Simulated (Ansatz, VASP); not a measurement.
## Si3Br: VASP beside Ansatz

```
Si Br
1.0
     4.24942    0.00000    0.00000
     0.00000    4.24942    0.00000
     0.00000    0.00000    4.24942
Si Br
3 1
Cartesian
  0.0000 2.1247 2.1247
  2.1247 0.0000 2.1247
  2.1247 2.1247 0.0000
  0.0000 0.0000 0.0000
```

Change from the starting cell: species swapped into the ZnAg3 type (Pm-3m, No. 221).

Alike in both runs: functional PBE; k mesh 4 × 4 × 4; occupations gaussian, width 0.1 eV; no spin polarisation.

Ansatz relaxed the structure, and its values are those at the end. VASP's run is a single point on that final structure, the one shown.

|  | VASP | Ansatz |
| --- | --- | --- |
| version | VASP 6.6.1 | Ansatz 0.2.0 |
| potentials or method | VASP PAW PBE potentials, release 64 (Si, Br) | scalar-relativistic, plane waves, PAW |
| plane-wave cutoff (eV) | 520 | 420 |
| valence electrons in the cell | 19 | 19 |

```csv
,VASP,Ansatz,Ansatz less VASP
gap on the k mesh at the Fermi level (eV),none,none,-
pressure (GPa),-0.2,-0.2,-0.02
```

A gap of «none» marks a metal or a gap that the smearing closes. With one functional, cell and mesh, what is left measures potentials, basis and numerics.

Caveats: the k mesh is coarse (spacing up to 0.37 Å⁻¹), so the values aren't converged; an odd number of electrons without spin polarisation forces a metal; a magnetic or distorted state may lie lower.
